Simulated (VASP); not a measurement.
All values below come from r2SCAN meta-GGA, VASP's PBE PAW potentials (set 64) (plane waves; VASP 6.6.1).

VASP ran on this input.

File POSCAR:
```
Ru
1
    1.3679052082    -2.3692814776     0.0000000000
    1.3679052082     2.3692814776     0.0000000000
    0.0000000000     0.0000000000     4.3077769941
Ru
2
Direct
  0.3333330000   0.6666670000   0.2500000000
  0.6666670000   0.3333330000   0.7500000000
```

File KPOINTS:
```
kpoints
0
G
15 15 9
```

**INCAR**
```
SYSTEM = Ru
PREC = Accurate
ENCUT = 520
EDIFF = 1E-7
NELM = 100
ALGO = Normal
LREAL = .FALSE.
LASPH = .TRUE.
ISMEAR = 1
SIGMA = 0.1
METAGGA = R2SCAN
LMIXTAU = .TRUE.
LMAXMIX = 4
LWAVE = .FALSE.
LCHARG = .FALSE.
ISIF = 4
IBRION = 2
NSW = 30
EDIFFG = -0.01
```

POTCAR, in this order: Ru_pv (PBE.64 set). Program: vasp_std.

What VASP printed:

### OSZICAR
```
       N       E                     dE             d eps       ncg     rms          rms(c)
DAV:   1     0.256152446676E+03    0.25615E+03   -0.18554E+04  4860   0.177E+03
DAV:   2    -0.543539007767E+02   -0.31051E+03   -0.30459E+03  5152   0.510E+02
DAV:   3    -0.614433229121E+02   -0.70894E+01   -0.68620E+01  5158   0.825E+01
DAV:   4    -0.615374525300E+02   -0.94130E-01   -0.93577E-01  6180   0.777E+00
DAV:   5    -0.615389087217E+02   -0.14562E-02   -0.14561E-02  5582   0.885E-01    0.214E+01
DAV:   6    -0.516417504055E+02    0.98972E+01   -0.12770E+01  4872   0.413E+01    0.150E+00
DAV:   7    -0.502191039426E+02    0.14226E+01   -0.55427E-01  4948   0.745E+00    0.871E-01
DAV:   8    -0.507568155981E+02   -0.53771E+00   -0.65321E-01  4898   0.655E+00    0.140E+00
DAV:   9    -0.507620832012E+02   -0.52676E-02   -0.11730E-02  4946   0.115E+00    0.782E-01
DAV:  10    -0.508322426668E+02   -0.70159E-01   -0.14617E-02  4880   0.141E+00    0.449E-01
DAV:  11    -0.508309773114E+02    0.12654E-02   -0.18114E-03  5238   0.430E-01    0.299E-01
DAV:  12    -0.508317411368E+02   -0.76383E-03   -0.59458E-03  4914   0.801E-01    0.603E-02
DAV:  13    -0.508337703446E+02   -0.20292E-02   -0.38780E-04  5100   0.159E-01    0.569E-02
DAV:  14    -0.508360585033E+02   -0.22882E-02   -0.95889E-04  4914   0.327E-01    0.275E-02
DAV:  15    -0.508359366860E+02    0.12182E-03   -0.12299E-04  5196   0.109E-01    0.234E-02
DAV:  16    -0.508360317364E+02   -0.95050E-04   -0.21051E-05  5034   0.394E-02    0.195E-02
DAV:  17    -0.508360857329E+02   -0.53997E-04   -0.55792E-05  4952   0.563E-02    0.109E-02
DAV:  18    -0.508360840881E+02    0.16449E-05   -0.58794E-07  6600   0.572E-03    0.107E-02
DAV:  19    -0.508360842245E+02   -0.13646E-06   -0.45047E-07  4768   0.783E-03    0.134E-02
DAV:  20    -0.508360819408E+02    0.22837E-05   -0.48251E-06  4950   0.244E-02    0.389E-03
DAV:  21    -0.508360824982E+02   -0.55735E-06   -0.50469E-07  5096   0.734E-03    0.162E-03
DAV:  22    -0.508360817522E+02    0.74600E-06   -0.29428E-08  2596   0.190E-03    0.160E-03
DAV:  23    -0.508360825755E+02   -0.82338E-06   -0.14678E-07  2592   0.404E-03    0.660E-04
DAV:  24    -0.508360821651E+02    0.41049E-06   -0.16765E-08  2524   0.151E-03    0.174E-04
DAV:  25    -0.508360823512E+02   -0.18609E-06   -0.18098E-09  2520   0.318E-04    0.102E-04
DAV:  26    -0.508360822389E+02    0.11225E-06   -0.70207E-10  2506   0.202E-04    0.668E-05
DAV:  27    -0.508360822690E+02   -0.30085E-07   -0.33573E-10  2506   0.128E-04
   1 F= -.50836082E+02 E0= -.50835554E+02  d E =-.508361E+02
       N       E                     dE             d eps       ncg     rms          rms(c)
DAV:   1    -0.508393672418E+02   -0.32850E-02   -0.14167E-01  4890   0.335E+00    0.355E-01
DAV:   2    -0.508363026891E+02    0.30646E-02   -0.40738E-03  4916   0.592E-01    0.157E-01
DAV:   3    -0.508360288160E+02    0.27387E-03   -0.19780E-03  6078   0.373E-01    0.425E-02
DAV:   4    -0.508361621342E+02   -0.13332E-03   -0.92223E-05  5010   0.107E-01    0.303E-02
DAV:   5    -0.508361421577E+02    0.19977E-04   -0.13584E-05  6508   0.381E-02    0.145E-02
DAV:   6    -0.508361751473E+02   -0.32990E-04   -0.30953E-05  4930   0.621E-02    0.211E-03
DAV:   7    -0.508361708342E+02    0.43131E-05   -0.59053E-06  4948   0.242E-02    0.115E-03
DAV:   8    -0.508361744089E+02   -0.35747E-05   -0.39885E-07  4830   0.688E-03    0.339E-04
DAV:   9    -0.508361731416E+02    0.12673E-05   -0.10180E-08  2632   0.111E-03    0.131E-04
DAV:  10    -0.508361743905E+02   -0.12489E-05   -0.52383E-09  2552   0.719E-04    0.528E-05
DAV:  11    -0.508361738902E+02    0.50032E-06   -0.11021E-09  2514   0.285E-04    0.466E-05
DAV:  12    -0.508361740261E+02   -0.13588E-06   -0.46139E-10  2504   0.129E-04    0.246E-05
DAV:  13    -0.508361740016E+02    0.24440E-07   -0.22690E-10  2486   0.852E-05
   2 F= -.50836174E+02 E0= -.50835681E+02  d E =-.917327E-04
       N       E                     dE             d eps       ncg     rms          rms(c)
DAV:   1    -0.508366833870E+02   -0.50936E-03   -0.20261E-02  4890   0.127E+00    0.134E-01
DAV:   2    -0.508362480465E+02    0.43534E-03   -0.58224E-04  4908   0.226E-01    0.596E-02
DAV:   3    -0.508362119702E+02    0.36076E-04   -0.28429E-04  6074   0.142E-01    0.161E-02
DAV:   4    -0.508362273447E+02   -0.15374E-04   -0.13122E-05  5020   0.406E-02    0.115E-02
DAV:   5    -0.508362274292E+02   -0.84566E-07   -0.19212E-06  6506   0.143E-02    0.548E-03
DAV:   6    -0.508362245806E+02    0.28487E-05   -0.45109E-06  4920   0.238E-02    0.775E-04
DAV:   7    -0.508362284624E+02   -0.38818E-05   -0.82916E-07  4932   0.912E-03    0.419E-04
DAV:   8    -0.508362273577E+02    0.11046E-05   -0.46815E-08  2542   0.242E-03    0.108E-04
DAV:   9    -0.508362278942E+02   -0.53645E-06   -0.28628E-09  2488   0.640E-04    0.568E-05
DAV:  10    -0.508362274584E+02    0.43576E-06   -0.98896E-10  2476   0.348E-04    0.333E-05
DAV:  11    -0.508362276010E+02   -0.14260E-06   -0.29294E-10  2470   0.137E-04    0.244E-05
DAV:  12    -0.508362275375E+02    0.63563E-07   -0.13528E-10  2472   0.728E-05
   3 F= -.50836228E+02 E0= -.50835714E+02  d E =-.145268E-03
```

OUTCAR:
```
------------------------ aborting loop because EDIFF is reached ----------------------------------------
  FORCE on cell =-STRESS in cart. coord.  units (eV):
  Direction    XX          YY          ZZ          XY          YZ          ZX
  --------------------------------------------------------------------------------------
  Total       -1.6488564     -1.6488566     -1.6483667      0.0000000      0.0000000      0.0000000
  in kB      -94.6101074    -94.6101193    -94.5820110      0.0000000      0.0000000      0.0000000
  external PRESSURE =     -94.6007459 kB  Pullay stress =       0.0000000 kB
  volume of cell :       27.92
      direct lattice vectors                 reciprocal lattice vectors
     1.366741283 -2.367265492 -0.000000000     0.365833685 -0.211214163 -0.000000000
     1.366741283  2.367265492  0.000000000     0.365833685  0.211214163  0.000000000
     0.000000000 -0.000000000  4.315117191     0.000000000 -0.000000000  0.231743416
 POSITION                                       TOTAL-FORCE (eV/Angst)
 -----------------------------------------------------------------------------------
      1.36674      0.78909      1.07878        -0.000000     -0.000000      0.000000
      1.36674     -0.78909      3.23634         0.000000      0.000000      0.000000
 -----------------------------------------------------------------------------------
    total drift:                               -0.000000      0.000521     -0.000045
  FREE ENERGIE OF THE ION-ELECTRON SYSTEM (eV)
  ---------------------------------------------------
  free  energy   TOTEN  =       -50.8362275375 eV

  energy  without entropy=      -50.8346884148  energy(sigma->0) =      -50.83571450

 reached required accuracy - stopping structural energy minimisation
```
(Selected blocks of OUTCAR.)

File CONTCAR:
```
Ru
   1.00000000000000
     1.3667412829699657   -2.3672654918289675   -0.0000000000000000
     1.3667412829699657    2.3672654918289675    0.0000000000000000
     0.0000000000000000   -0.0000000000000000    4.3151171912637656
  Ru
     2
Direct
     0.3333330000000032    0.6666669999999968    0.2500000000000000
     0.6666669999999968    0.3333330000000032    0.7500000000000000
```

**OUTCAR**
```
 val. band max:       12.1989470793   @ k =   0.2667   0.2000   0.0000

 cond. band min:      12.2068653104   @ k =   0.2667   0.2000   0.2222


 Fermi energy:        12.2012510431

 k-point     1 :       0.0000    0.0000    0.0000
  band No.  band energies     occupation
      1     -32.7574      2.00000
      2     -31.8451      2.00000
      3     -31.8451      2.00000
      4     -31.6752      2.00000
      5     -31.6752      2.00000
      6     -31.6261      2.00000
      7       4.0348      2.00000
      8       5.9557      2.00000
      9       9.6296      2.00000
     10       9.6296      2.00000
     11       9.8281      2.00000
     12      10.3053      2.00000
     13      10.3053      2.00000
     14      10.8013      2.00000
     15      10.8013      2.00000
     16      13.4013     -0.00000
     17      13.4013     -0.00000
     18      13.5684     -0.00000

 k-point     2 :       0.0667    0.0000    0.0000
  band No.  band energies     occupation
      1     -32.7424      2.00000
      2     -31.8765      2.00000
      3     -31.8558      2.00000
      4     -31.7081      2.00000
      5     -31.6794      2.00000
      6     -31.6331      2.00000
      7       4.2030      2.00000
      8       6.0827      2.00000
      9       9.3205      2.00000
     10       9.7634      2.00000
     11      10.0950      2.00000
     12      10.2374      2.00000
     13      10.4282      2.00000
     14      10.6394      2.00000
     15      10.7012      2.00000
     16      12.1638      1.58792
     17      13.4628     -0.00000
     18      15.0329      0.00000

 k-point     3 :       0.1333    0.0000    0.0000
  band No.  band energies     occupation
      1     -32.6988      2.00000
      2     -31.9653      2.00000
      3     -31.8852      2.00000
      4     -31.7999      2.00000
      5     -31.6921      2.00000
      6     -31.6542      2.00000
      7       4.6812      2.00000
      8       6.4141      2.00000
      9       8.8975      2.00000
...
```

The compound is Ru in the hcp structure. This cell is one point of a volume scan, at 1.03 of the reference volume. Symmetry was kept, so distortions that lower it aren't found.
